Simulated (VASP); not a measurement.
Level of theory: PBEsol GGA, VASP's PBE PAW potentials (set 64) (plane waves; VASP).

Input for VASP

### INCAR
```
SYSTEM = BaZrO3
PREC = Accurate
ENCUT = 620
EDIFF = 1E-6
NELM = 100
ALGO = Normal
LREAL = .FALSE.
LASPH = .TRUE.
ISMEAR = 0
SIGMA = 0.05
GGA = PS
LMAXMIX = 4
LWAVE = .FALSE.
LCHARG = .FALSE.
IBRION = 2
ISIF = 3
NSW = 40
EDIFFG = -0.02
PSTRESS = 200
```

POSCAR:
```
BaZrO3
1
    4.1142796010     0.0000000000     0.0000000000
    0.0000000000     4.1142796010     0.0000000000
    0.0000000000     0.0000000000     4.1142796010
Ba Zr O
1 1 3
Direct
  0.0000000000   0.0000000000   0.0000000000
  0.5000000000   0.5000000000   0.5000000000
  0.5000000000   0.0000000000   0.5000000000
  0.0000000000   0.5000000000   0.5000000000
  0.5000000000   0.5000000000   0.0000000000
```

KPOINTS:
```
K-points
0
Gamma
6 6 6
0 0 0
```

POTCAR, in this order: Ba_sv Zr_sv O (PBE.64 set). Program: vasp_std.

Energy and stress use the plane-wave basis of the starting cell. Unless said otherwise, spin-orbit coupling is left out, though it shifts the bands of the heavy elements here.

### Question
Estimate the energy per atom (σ→0), volume per atom, band gap (on the k-mesh).

### Answer

| Property | Value |
|---|---|
| energy per atom (σ→0) | -8.646 eV/atom |
| band gap (on the k-mesh) | 3.30 eV |
| volume per atom | 13.32 Å³/atom |

File OSZICAR:
```
...
DAV:   1    -0.432305147930E+02    0.89170E-02   -0.91232E-03  1056   0.844E-01    0.210E-01
DAV:   2    -0.432302853580E+02    0.22944E-03   -0.10084E-03  1120   0.218E-01    0.827E-02
DAV:   3    -0.432302329739E+02    0.52384E-04   -0.14930E-04  1400   0.101E-01    0.137E-02
DAV:   4    -0.432302329887E+02   -0.14792E-07   -0.37303E-05  1496   0.310E-02    0.136E-02
DAV:   5    -0.432302354993E+02   -0.25106E-05   -0.13065E-06   752   0.798E-03    0.716E-03
DAV:   6    -0.432302383270E+02   -0.28277E-05   -0.39276E-06  1072   0.102E-02    0.133E-03
DAV:   7    -0.432302384194E+02   -0.92441E-07   -0.26148E-07   576   0.363E-03
   4 F= -.34914028E+02 E0= -.34914028E+02  d E =-.986510E-01
```

The compound is BaZrO3 in the cubic perovskite structure. This run relaxes it under an external pressure of 20 GPa. Symmetry was kept, so distortions that lower it aren't found.
